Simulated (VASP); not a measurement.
VASP runs on Os (space group P6_3/mmc) share one base input (PBE GGA, plane waves, VASP's PBE PAW potentials (set 64)) and change the settings named in each case.

File KPOINTS:
```
Automatic mesh
0
Gamma
9 9 3
0 0 0
```

**INCAR**
```
# general
SYSTEM   =  Os
PREC     =  Accurate
ENCUT    =  300
LREAL    =  .False.
LASPH    =  .True.

# electronic loop
EDIFF    =  1E-6
NELM     =  100
ALGO     =  Normal
LMAXMIX  =  6

# smearing
ISMEAR   =  0
SIGMA    =  0.1

# functional
GGA      =  PE

# ions
ISIF     =  2

# output
LWAVE    =  .False.
LCHARG   =  .False.
```

### POSCAR
```
Os
1.0
  2.7545900000   0.0000000000   0.0000000000
 -1.3772950000   2.3855450000   0.0000000000
  0.0000000000   0.0000000000   8.8629110000
Os
4
Direct
  0.0000000000   0.0000000000   0.0000000000
  0.0000000000   0.0000000000   0.5000000000
  0.3333330000   0.6666670000   0.2500000000
  0.6666670000   0.3333330000   0.7500000000
```

POTCAR, in this order: Os (PBE.64 set). Program: vasp_std.

```
change                                                                                                                                      E(σ→0) (eV/atom)  pressure (GPa)  −TS (eV)
------------------------------------------------------------------------------------------------------------------------------------------  ----------------  --------------  --------
base run                                                                                                                                            -11.1310           -8.06   -0.0207
GGA removed, POTCAR Os (LDA.64 set)                                                                                                                 -12.4594          -24.39   -0.0215
GGA_COMPAT = .FALSE., LNONCOLLINEAR = .TRUE., LSORBIT = .TRUE., MAGMOM = 0.0 0.0 0.0 0.0 0.0 0.0 0.0 0.0 0.0 0.0 0.0 0.0, program vasp_ncl          -11.4635             [?]       [?]
KPOINTS 1×1×1 Γ-centred mesh                                                                                                                        -13.2910           -8.58   -0.1536
```

Task: Fill in the missing entries.

Result: 
- GGA_COMPAT = .FALSE., LNONCOLLINEAR = .TRUE., LSORBIT = .TRUE., MAGMOM = 0.0 0.0 0.0 0.0 0.0 0.0 0.0 0.0 0.0 0.0 0.0 0.0, program vasp_ncl, pressure (GPa): -7.87
- GGA_COMPAT = .FALSE., LNONCOLLINEAR = .TRUE., LSORBIT = .TRUE., MAGMOM = 0.0 0.0 0.0 0.0 0.0 0.0 0.0 0.0 0.0 0.0 0.0 0.0, program vasp_ncl, −TS (eV): -0.0184

Energies of different potentials or functionals have different zeros.  Unless said otherwise, spin-orbit coupling is left out, though it shifts the bands of the heavy elements here. At 300 eV the pressure can carry a Pulay error.

Left out are runs that ran out of time, are held back, or changed the cell or the kind of run, fixed moments of cells without a moment, rows past the twelfth, gaps on odd meshes, pressures of charged cells and columns that move by less than the noise.

The structure was generated: Os was put into an ordered model structure, which need not be its known phase. The cell was not relaxed at this level, its lattice was scaled by up to 2.5 %. VASP warned that the highest band is occupied, so more bands are needed.
